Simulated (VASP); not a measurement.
Data:

```
Hf
1.0
    1.57850    -2.70671     0.00000
    1.57850     2.70671     0.00000
    0.00000     0.00000     4.99157
Hf
2
Direct
  0.33333   0.66667   0.25000
  0.66667   0.33333   0.75000
```

The numbers are results of PBEsol GGA, VASP's PBE PAW potentials (set 64) (plane waves; VASP), not measurements. Run with 480 eV cut-off, 12×12×8 Γ-centred mesh, first-order Methfessel-Paxton smearing of 0.10 eV, potentials Hf_pv.

Unless said otherwise, spin-orbit coupling is left out, though it shifts the bands of the heavy elements here.

Predict the energy per atom (σ→0), pressure, band gap (on the k-mesh) with the smallest direct gap where there is one.

| Quantity | Value |
|---|---|
| band gap (on the k-mesh) | none (metal, semimetal or under 0.01 eV) |
| energy per atom (σ→0) | -1013.2 kJ/mol of atoms |
| pressure | 10.7 kbar |

Total energies compare only between runs with the same potentials, cut-off and functional.

The compound is Hf in the hcp structure. This cell was strained or had an atom moved on purpose.
